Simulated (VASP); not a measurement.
Computed with PBEsol GGA, VASP's PBE PAW potentials (set 64) (plane waves; VASP).

Input for VASP

File POSCAR:
```
CoGa
1
    2.8410179303     0.0000000000    -0.0000000000
    0.0000000000     2.8410179303    -0.0000000000
    0.0000000000    -0.0000000000     2.8410179303
Ga Co
1 1
Direct
  0.5000000000   0.5000000000   0.5000000000
  0.0000000000   0.0000000000   0.0000000000
```

**INCAR**
```
! general
SYSTEM  = CoGa
PREC    = Accurate
ENCUT   = 480
LREAL   = .False.
LASPH   = .True.

! electronic loop
EDIFF   = 1E-6
NELM    = 100
ALGO    = Normal
LMAXMIX = 4

! smearing
ISMEAR  = 1
SIGMA   = 0.1

! functional
GGA     = PS

! ions
IBRION  = 2
NSW     = 60
ISIF    = 3
EDIFFG  = -0.01

! output
LWAVE   = .False.
LCHARG  = .False.
```

File KPOINTS:
```
Automatic mesh
0
Gamma
12 12 12
0 0 0
```

POTCAR, in this order: Ga_d Co (PBE.64 set). Program: vasp_std.

Output of the run:

File OSZICAR:
```
       N       E                     dE             d eps       ncg     rms          rms(c)
DAV:   1     0.918409962593E+02    0.91841E+02   -0.10338E+04  2688   0.250E+03
DAV:   2    -0.867370890512E+01   -0.10051E+03   -0.98410E+02  2618   0.340E+02
DAV:   3    -0.129389741274E+02   -0.42653E+01   -0.42508E+01  3052   0.768E+01
DAV:   4    -0.130027594995E+02   -0.63785E-01   -0.63776E-01  3341   0.861E+00
DAV:   5    -0.130043702353E+02   -0.16107E-02   -0.16107E-02  3156   0.117E+00    0.108E+01
DAV:   6    -0.140646089537E+02   -0.10602E+01   -0.26484E+01  2869   0.699E+01    0.119E+01
DAV:   7    -0.118043235040E+02    0.22603E+01   -0.10488E+01  2626   0.519E+01    0.183E+00
DAV:   8    -0.117833509353E+02    0.20973E-01   -0.28960E-01  2979   0.598E+00    0.703E-01
DAV:   9    -0.117750556229E+02    0.82953E-02   -0.24474E-02  3445   0.247E+00    0.161E-01
DAV:  10    -0.117746188468E+02    0.43678E-03   -0.74837E-04  3351   0.405E-01    0.805E-02
DAV:  11    -0.117745946327E+02    0.24214E-04   -0.16158E-04  3672   0.226E-01    0.161E-02
DAV:  12    -0.117745940420E+02    0.59068E-06   -0.71656E-06  3265   0.458E-02
   1 F= -.11774594E+02 E0= -.11774752E+02  d E =-.117746E+02
       N       E                     dE             d eps       ncg     rms          rms(c)
DAV:   1    -0.117755828374E+02   -0.98820E-03   -0.13242E-02  2611   0.224E+00    0.235E-01
DAV:   2    -0.117754319587E+02    0.15088E-03   -0.95940E-03  2641   0.149E+00    0.199E-01
DAV:   3    -0.117746892666E+02    0.74269E-03   -0.41896E-03  2677   0.995E-01    0.717E-02
DAV:   4    -0.117745972928E+02    0.91974E-04   -0.19714E-04  3393   0.218E-01    0.136E-02
DAV:   5    -0.117745886189E+02    0.86739E-05   -0.11536E-05  3377   0.598E-02    0.290E-03
DAV:   6    -0.117745884656E+02    0.15327E-06   -0.43061E-07  1549   0.113E-02
   2 F= -.11774588E+02 E0= -.11774746E+02  d E =0.557634E-05
       N       E                     dE             d eps       ncg     rms          rms(c)
DAV:   1    -0.117749134566E+02   -0.32484E-03   -0.40854E-03  2576   0.124E+00    0.131E-01
DAV:   2    -0.117748687991E+02    0.44658E-04   -0.30004E-03  2592   0.833E-01    0.112E-01
DAV:   3    -0.117746360407E+02    0.23276E-03   -0.13111E-03  2642   0.555E-01    0.397E-02
DAV:   4    -0.117746071891E+02    0.28852E-04   -0.60219E-05  3379   0.121E-01    0.757E-03
DAV:   5    -0.117746043193E+02    0.28699E-05   -0.33874E-06  2461   0.332E-02    0.176E-03
DAV:   6    -0.117746043228E+02   -0.35348E-08   -0.27941E-07  1337   0.879E-03
   3 F= -.11774604E+02 E0= -.11774762E+02  d E =-.102808E-04
```

File OUTCAR:
```
------------------------ aborting loop because EDIFF is reached ----------------------------------------
  FORCE on cell =-STRESS in cart. coord.  units (eV):
  Direction    XX          YY          ZZ          XY          YZ          ZX
  --------------------------------------------------------------------------------------
  Total        0.0014691      0.0014691      0.0014691      0.0000000      0.0000000      0.0000000
  in kB        0.1027308      0.1027308      0.1027308      0.0000000      0.0000000      0.0000000
  external PRESSURE =       0.1027308 kB  Pullay stress =       0.0000000 kB
  volume of cell :       22.91
      direct lattice vectors                 reciprocal lattice vectors
     2.840216733  0.000000000 -0.000000000     0.352085807  0.000000000 -0.000000000
    -0.000000000  2.840216733 -0.000000000    -0.000000000  0.352085807  0.000000000
     0.000000000 -0.000000000  2.840216733     0.000000000  0.000000000  0.352085807
 POSITION                                       TOTAL-FORCE (eV/Angst)
 -----------------------------------------------------------------------------------
      1.42011      1.42011      1.42011        -0.000000      0.000000      0.000000
      0.00000      0.00000      0.00000         0.000000     -0.000000      0.000000
 -----------------------------------------------------------------------------------
    total drift:                               -0.000000      0.000000      0.000000
  FREE ENERGIE OF THE ION-ELECTRON SYSTEM (eV)
  ---------------------------------------------------
  free  energy   TOTEN  =       -11.7746043228 eV

  energy  without entropy=      -11.7750778488  energy(sigma->0) =      -11.77476216

 reached required accuracy - stopping structural energy minimisation
```
(Selected blocks of OUTCAR.)

CONTCAR:
```
CoGa
   1.00000000000000
     2.8402167331514638    0.0000000000000000   -0.0000000000000000
    -0.0000000000000000    2.8402167331514638   -0.0000000000000000
     0.0000000000000000   -0.0000000000000000    2.8402167331514638
  Ga              Co
     1     1
Direct
     0.5000000000000000    0.5000000000000000    0.5000000000000000
     0.0000000000000000    0.0000000000000000    0.0000000000000000
```

The compound is CoGa in the CsCl type structure. This run relaxes it. Symmetry was kept, so distortions that lower it aren't found. The start is the result of an earlier pass. The run is not spin-polarised, so no magnetic state was tried.
